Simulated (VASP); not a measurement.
Data:

```
YAs
1.0
    0.00000     2.85070     2.85070
    2.85070     0.00000     2.85070
    2.85070     2.85070     0.00000
Y As
1 1
Direct
  0.00000   0.00000   0.00000
  0.50000   0.50000   0.50000
```

Method: LDA (Ceperley-Alder, Perdew-Zunger) with spin-orbit coupling, VASP's LDA PAW potentials (set 64) (plane waves; VASP). Settings: 400 eV cut-off, 10×10×10 Γ-centred mesh, Gaussian smearing of 0.050 eV, potentials Y_sv As.

Task: Estimate the energy per atom (σ→0), band gap (over mesh and band path) with the smallest direct gap where there is one.

Result: 
- band gap (over mesh and band path): none (metal, semimetal or under 0.01 eV)
- energy per atom (σ→0): -7.826 eV/atom

Only differences to runs with the same potentials and settings are physical.

The structure comes from a computed database's YAs entry (Fm-3m); how it stands against other phases isn't given here. It was relaxed first, which changed the volume by -6 %.
